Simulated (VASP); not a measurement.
Ca2FeO3:

```xyz
6
Lattice="-1.6600 1.6600 7.1000 1.6600 -1.6600 7.1000 1.6600 1.6600 -7.1000" Properties=species:S:1:pos:R:3 pbc="T T T"
Ca    0.0000    0.0000    4.7570
Ca    0.0000    0.0000    9.4430
Fe    0.0000    0.0000    0.0000
O     0.0000    0.0000    2.2720
O     0.0000    0.0000   11.9280
O     0.0000    0.0000    7.1000
```

The cell was built by a generator and needn't be a form met in nature.

| Quantity | Value |
| --- | --- |
| Program | VASP 6.6.1 |
| Task | relaxation of cell and atoms |
| Functional | PBE |
| Potentials or basis | VASP PAW PBE potentials, release 64 (Ca_sv, Fe, O) |
| Cutoff | 520 eV |
| k mesh | 6 × 6 × 6 |
| Occupations | gaussian, width 0.15 eV |
| Spin | collinear spin, ferromagnetic start |
| Starting moments | [0.0, 0.0, 3.0, 0.0, 0.0, 0.0] μB |

At the start: pressure -3.0 GPa; volume 13.04 Å³/atom.

Question: How do energy, volume and symmetry change on relaxing?

Answer: Over 9 steps the energy falls by 15.0 meV/atom and the volume is 12.79 Å³/atom (-1.9 %); space group I4/mmm (No. 139, to 0.05 Å); moment 4.00 μB per cell.

Step by step:
| step | energy change (eV) | largest force (eV/Å) | pressure (GPa) | volume (Å³) |
| --- | --- | --- | --- | --- |
| 1 | 0.0000 | 0.8561 | -2.98 | 78.26 |
| 2 | -0.0720 | 0.1671 | 1.46 | 75.53 |
| 3 | -0.0724 | 0.1843 | 1.56 | 75.59 |
| 4 | -0.0724 | 0.2191 | 1.39 | 75.68 |
| 5 | -0.0839 | 0.2005 | -0.28 | 76.53 |
| 6 | -0.0844 | 0.1991 | 0.10 | 76.63 |
| 7 | -0.0847 | 0.2214 | -0.40 | 76.82 |
| 8 | -0.0888 | 0.1376 | -0.02 | 76.79 |
| 9 | -0.0899 | 0.0252 | 0.23 | 76.74 |

Final structure:
```yaml
crystal:
  lattice:
    - [-1.66872, 1.66872, 6.89001]
    - [1.66872, -1.66872, 6.89001]
    - [1.66872, 1.66872, -6.89001]
  atoms:
    - { symbol: Ca, position: [0.33964, 0.33964, 0.00000] }
    - { symbol: Ca, position: [0.66036, 0.66036, 0.00000] }
    - { symbol: Fe, position: [0.00000, 0.00000, 0.00000] }
    - { symbol: O, position: [0.15763, 0.15763, 0.00000] }
    - { symbol: O, position: [0.84237, 0.84237, 0.00000] }
    - { symbol: O, position: [0.50000, 0.50000, 0.00000] }
```

Caveat: the k mesh is coarse (spacing up to 0.45 Å⁻¹), so the values aren't converged; a cell with one magnetic atom can't hold antiferromagnetic order, which such compounds often take; the relaxation stopped at a loose force limit of 0.08 eV/Å, so its end isn't a converged minimum.
